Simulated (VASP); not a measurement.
All values below come from LDA (Ceperley-Alder, Perdew-Zunger), VASP's LDA PAW potentials (set 64) (plane waves; VASP).

VASP ran on this input.

**KPOINTS**
```
Automatic mesh
0
Gamma
9 9 9
0 0 0
```

INCAR:
```
# general
SYSTEM =SrO
PREC   =Accurate
ENCUT  =520
LREAL  =F
LASPH  =T

# electronic loop
EDIFF  =1E-7
NELM   =100
ALGO   =Normal
LMAXMIX=4

# smearing
ISMEAR =0
SIGMA  =0.05

# ions
ISIF   =2

# output
LWAVE  =F
LCHARG =F
```

**POSCAR**
```
SrO
1
    0.0000000000     2.5132000450     2.5132000450
    2.5132000450     0.0000000000     2.5132000450
    2.5132000450     2.5132000450     0.0000000000
Sr O
1 1
Direct
  0.0000000000   0.0000000000   0.0000000000
  0.5000000000   0.5000000000   0.5000000000
```

POTCAR, in this order: Sr_sv O (LDA.64 set). Program: vasp_std.

The resulting files:

OSZICAR:
```
       N       E                     dE             d eps       ncg     rms          rms(c)
DAV:   1     0.766013610971E+02    0.76601E+02   -0.89748E+03   840   0.132E+03
DAV:   2    -0.121973830312E+02   -0.88799E+02   -0.81457E+02  1108   0.264E+02
DAV:   3    -0.154832931540E+02   -0.32859E+01   -0.32685E+01  1100   0.494E+01
DAV:   4    -0.155835414346E+02   -0.10025E+00   -0.10022E+00  1132   0.790E+00
DAV:   5    -0.155862923019E+02   -0.27509E-02   -0.27508E-02  1108   0.962E-01    0.204E+01
DAV:   6    -0.135602358681E+02    0.20261E+01   -0.99447E+00   964   0.249E+01    0.237E+01
DAV:   7    -0.134219359091E+02    0.13830E+00   -0.55957E-01  1020   0.697E+00    0.136E+01
DAV:   8    -0.133776015035E+02    0.44334E-01   -0.15507E-01   972   0.410E+00    0.117E+00
DAV:   9    -0.133766194927E+02    0.98201E-03   -0.97588E-03  1260   0.844E-01    0.262E-01
DAV:  10    -0.133767054189E+02   -0.85926E-04   -0.68642E-04   972   0.264E-01    0.787E-02
DAV:  11    -0.133767044031E+02    0.10158E-05   -0.10787E-04   968   0.955E-02    0.186E-02
DAV:  12    -0.133767047347E+02   -0.33153E-06   -0.92440E-06   964   0.313E-02    0.756E-03
DAV:  13    -0.133767047980E+02   -0.63378E-07   -0.72787E-07  1120   0.890E-03
   1 F= -.13376705E+02 E0= -.13376705E+02  d E =-.788485E-16
```

File OUTCAR:
```
------------------------ aborting loop because EDIFF is reached ----------------------------------------
  FORCE on cell =-STRESS in cart. coord.  units (eV):
  Direction    XX          YY          ZZ          XY          YZ          ZX
  --------------------------------------------------------------------------------------
  Total        0.6765788      0.6765788      0.6765788      0.0000000     -0.0000000      0.0000000
  in kB       34.1442649     34.1442649     34.1442649      0.0000000     -0.0000000      0.0000000
  external PRESSURE =      34.1442649 kB  Pullay stress =       0.0000000 kB
  volume of cell :       31.75
      direct lattice vectors                 reciprocal lattice vectors
     0.000000000  2.513200045  2.513200045    -0.198949543  0.198949543  0.198949543
     2.513200045  0.000000000  2.513200045     0.198949543 -0.198949543  0.198949543
     2.513200045  2.513200045  0.000000000     0.198949543  0.198949543 -0.198949543
  FREE ENERGIE OF THE ION-ELECTRON SYSTEM (eV)
  ---------------------------------------------------
  free  energy   TOTEN  =       -13.3767047980 eV

  energy  without entropy=      -13.3767047980  energy(sigma->0) =      -13.37670480
```
(Selected blocks of OUTCAR.)

The compound is SrO in the rock salt structure. This cell is one point of a volume scan, at 0.97 of the reference volume.
